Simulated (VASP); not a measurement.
The input files of a VASP run:

KPOINTS:
```
Automatic mesh
0
Gamma
6 6 6
0 0 0
```

POSCAR:
```
Mg2Ge
1.0
  0.0000000000   3.1778672954   3.1778672954
  3.1778672954   0.0000000000   3.1778672954
  3.1778672954   3.1778672954   0.0000000000
Mg Ge
2 1
direct
  0.2500000000   0.2500000000   0.2500000000
  0.7500000000   0.7500000000   0.7500000000
  1.0000000000   1.0000000000   1.0000000000
```

### INCAR
```
SYSTEM = Mg2Ge
PREC = Accurate
ENCUT = 400
EDIFF = 1E-6
NELM = 100
ALGO = Normal
LREAL = .FALSE.
LASPH = .TRUE.
ISMEAR = 0
SIGMA = 0.05
GGA = PS
LMAXMIX = 4
LWAVE = .FALSE.
LCHARG = .FALSE.
IBRION = 2
ISIF = 3
NSW = 60
EDIFFG = -0.02
```

POTCAR, in this order: Mg Ge_d (PBE.64 set). Program: vasp_std.

Q: Translate this PBEsol calculation to Ansatz.

A: One equivalent input (not run):
Ansatz 0.2 input:
```yaml
crystal:
  lattice:
    - [0.0000000, 3.1778673, 3.1778673]
    - [3.1778673, 0.0000000, 3.1778673]
    - [3.1778673, 3.1778673, 0.0000000]
  atoms:
    - { symbol: Mg, position: [0.2500000, 0.2500000, 0.2500000] }
    - { symbol: Mg, position: [0.7500000, 0.7500000, 0.7500000] }
    - { symbol: Ge, position: [1.0000000, 1.0000000, 1.0000000] }
kpoints:
  mp_grid: { grid: [6, 6, 6] }
hamiltonian:
  xc: pbesol
  pseudopotentials: { kind: paw }
scf:
  occupations: { method: gaussian, width: 0.05 }
  max_iter: 100
relax:
  max_steps: 60
  f_tol: 0.02
  cell: {}
output: { forces: true, stress: true, eigenvalues: true }
```
The two are equivalent in intent, not identical: each code has its own PAW files, so the cut-off isn't converted (ENCUT is set for VASP's; basis.ecutwfc is left out, and Ansatz then takes the one that its files recommend); Ansatz stops its SCF on the density residual and VASP on the energy change (EDIFF).

The compound is Mg2Ge in the antifluorite structure. It was relaxed first. The start is the result of an earlier pass.
